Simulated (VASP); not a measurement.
CsSnI$_{3}$ (space group Pm-3m): the measured cell of entry 4117957 of the Crystallography Open Database is

```xyz
5
Lattice="6.2057 0.0000 0.0000 0.0000 6.2057 0.0000 0.0000 0.0000 6.2057" Properties=species:S:1:pos:R:3 pbc="T T T"
Cs     0.0000     0.0000     0.0000
I      0.0000     3.1029     3.1029
I      3.1029     0.0000     3.1029
I      3.1029     3.1029     0.0000
Sn     3.1029     3.1029     3.1029
```

These are SCAN meta-GGA, VASP's PBE PAW potentials (set 64) (plane waves; VASP) values and carry that method's errors. Run with 400 eV cut-off, 4×4×4 Γ-centred mesh, tetrahedra with Blöchl corrections, potentials Cs_sv I Sn_d.

The calculation is for a static lattice at zero pressure; the measurement, at 500 K, holds thermal and zero-point expansion. The entry's conditions were not checked, so it may have been measured under pressure.

Task: How far does the relaxed conventional cell lie from the measured one?

Result: 
|  | measured | computed | difference |
|---|---|---|---|
| a (Å) | 6.206 | 6.221 | +0.2 % |
| V (Å³/atom) | 47.80 | 48.15 | +0.7 % |

The structure comes from a measured CsSnI3 entry (Pm-3m) of the Crystallography Open Database, whose conditions weren't checked. It was relaxed first. Symmetry was kept, so distortions that lower it aren't found.
